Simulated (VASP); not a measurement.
Method: LDA (Ceperley-Alder, Perdew-Zunger), VASP's LDA PAW potentials (set 64) (plane waves; VASP).

The input files of a VASP run:

POSCAR:
```
ZnS
1
    1.8725872583    -3.2434162330    -0.0000000000
    1.8725872583     3.2434162330    -0.0000000000
    0.0000000000     0.0000000000     6.1408348480
Zn S
2 2
Direct
  0.6666670000   0.3333330000   0.5002042924
  0.3333330000   0.6666670000   0.0002042924
  0.6666670000   0.3333330000   0.8747957076
  0.3333330000   0.6666670000   0.3747957076
```

**INCAR**
```
ALGO  =  Normal
EDIFF  =  1E-6
EDIFFG  =  -0.02
ENCUT  =  500
IBRION  =  2
ISIF  =  3
ISMEAR  =  0
LASPH  =  .True.
LCHARG  =  .False.
LMAXMIX  =  4
LREAL  =  .False.
LWAVE  =  .False.
NELM  =  100
NSW  =  40
PREC  =  Accurate
SIGMA  =  0.05
SYSTEM  =  ZnS
```

**KPOINTS**
```
Automatic mesh
0
Gamma
7 7 4
0 0 0
```

POTCAR, in this order: Zn S (LDA.64 set). Program: vasp_std.

The resulting files:

### OUTCAR
```
 ion  position               nearest neighbor table
   1  0.667  0.333  0.500-   4 2.30   4 2.30   4 2.30   3 2.30
   2  0.333  0.667  0.000-   3 2.30   3 2.30   3 2.30   4 2.30
   3  0.667  0.333  0.875-   2 2.30   2 2.30   2 2.30   1 2.30
   4  0.333  0.667  0.375-   1 2.30   1 2.30   1 2.30   2 2.30
  LATTYP: Found a hexagonal cell.
 ALAT       =     3.7451744820
 C/A-ratio  =     1.6396658894
 Subroutine PRICEL returns:
 Original cell was already a primitive cell.
 Subroutine GETGRP returns: Found 12 space group operations
The static configuration has the point symmetry C_3v.
 The point group associated with its full space group is C_6v.
The dynamic configuration has the point symmetry C_3v.
 Subroutine INISYM returns: Found 12 space group operations
 Subroutine IBZKPT returns following result:
 Found     24 irreducible k-points:

 Following reciprocal coordinates:
            Coordinates               Weight
  0.000000  0.000000  0.000000      1.000000
  0.142857 -0.000000  0.000000      6.000000
  0.285714 -0.000000  0.000000      6.000000
  0.428571  0.000000  0.000000      6.000000
  0.142857  0.142857  0.000000      6.000000
  0.285714  0.142857  0.000000     12.000000
  0.428571  0.142857  0.000000      6.000000
  0.285714  0.285714  0.000000      6.000000
  0.000000  0.000000  0.250000      2.000000
  0.142857 -0.000000  0.250000     12.000000
  0.285714 -0.000000  0.250000     12.000000
  0.428571  0.000000  0.250000     12.000000
  0.142857  0.142857  0.250000     12.000000
  0.285714  0.142857  0.250000     24.000000
  0.428571  0.142857  0.250000     12.000000
  0.285714  0.285714  0.250000     12.000000
  0.000000  0.000000  0.500000      1.000000
  0.142857 -0.000000  0.500000      6.000000
  0.285714 -0.000000  0.500000      6.000000
  0.428571  0.000000  0.500000      6.000000
...
```

OSZICAR:
```
       N       E                     dE             d eps       ncg     rms          rms(c)
DAV:   1     0.230325969172E+03    0.23033E+03   -0.17377E+04  1056   0.195E+03
DAV:   2     0.479349672265E+01   -0.22553E+03   -0.21949E+03  1086   0.373E+02
DAV:   3    -0.167693146164E+02   -0.21563E+02   -0.21444E+02  1278   0.119E+02
DAV:   4    -0.172683893815E+02   -0.49907E+00   -0.49855E+00  1242   0.185E+01
DAV:   5    -0.172775513006E+02   -0.91619E-02   -0.91600E-02  1286   0.248E+00    0.111E+01
DAV:   6    -0.164158765356E+02    0.86167E+00   -0.21062E+00  1554   0.460E+01    0.838E+00
DAV:   7    -0.164335405447E+02   -0.17664E-01   -0.20733E+00  1128   0.867E+00    0.323E+00
DAV:   8    -0.164027145053E+02    0.30826E-01   -0.11320E-01  1448   0.390E+00    0.105E+00
DAV:   9    -0.164014258394E+02    0.12887E-02   -0.26141E-02  1458   0.240E+00    0.316E-01
DAV:  10    -0.164014840383E+02   -0.58199E-04   -0.84575E-04  1280   0.364E-01    0.223E-01
DAV:  11    -0.164015029438E+02   -0.18905E-04   -0.74953E-05  1346   0.112E-01    0.474E-02
DAV:  12    -0.164015011465E+02    0.17972E-05   -0.15466E-05  1200   0.282E-02    0.260E-02
DAV:  13    -0.164015012700E+02   -0.12344E-06   -0.42047E-07   732   0.770E-03
   1 F= -.16401501E+02 E0= -.16401501E+02  d E =-.164015E+02
```

OUTCAR:
```
------------------------ aborting loop because EDIFF is reached ----------------------------------------
  FORCE on cell =-STRESS in cart. coord.  units (eV):
  Direction    XX          YY          ZZ          XY          YZ          ZX
  --------------------------------------------------------------------------------------
  Total       -0.0367032     -0.0367032      0.0145439      0.0000000      0.0000000     -0.0000000
  in kB       -0.7883379     -0.7883378      0.3123834      0.0000000      0.0000000     -0.0000000
  external PRESSURE =      -0.4214308 kB  Pullay stress =       0.0000000 kB
  volume of cell :       74.59
      direct lattice vectors                 reciprocal lattice vectors
     1.872587258 -3.243416233  0.000000000     0.267010254 -0.154158444  0.000000000
     1.872587258  3.243416233  0.000000000     0.267010254  0.154158444  0.000000000
     0.000000000  0.000000000  6.140834848     0.000000000  0.000000000  0.162844308
  FREE ENERGIE OF THE ION-ELECTRON SYSTEM (eV)
  ---------------------------------------------------
  free  energy   TOTEN  =       -16.4015012700 eV

  energy  without entropy=      -16.4015012700  energy(sigma->0) =      -16.40150127

 reached required accuracy - stopping structural energy minimisation
```
(Selected blocks of OUTCAR.)

The compound is ZnS in the wurtzite structure, the high-temperature form. It was relaxed first, which changed the volume by -6 %.
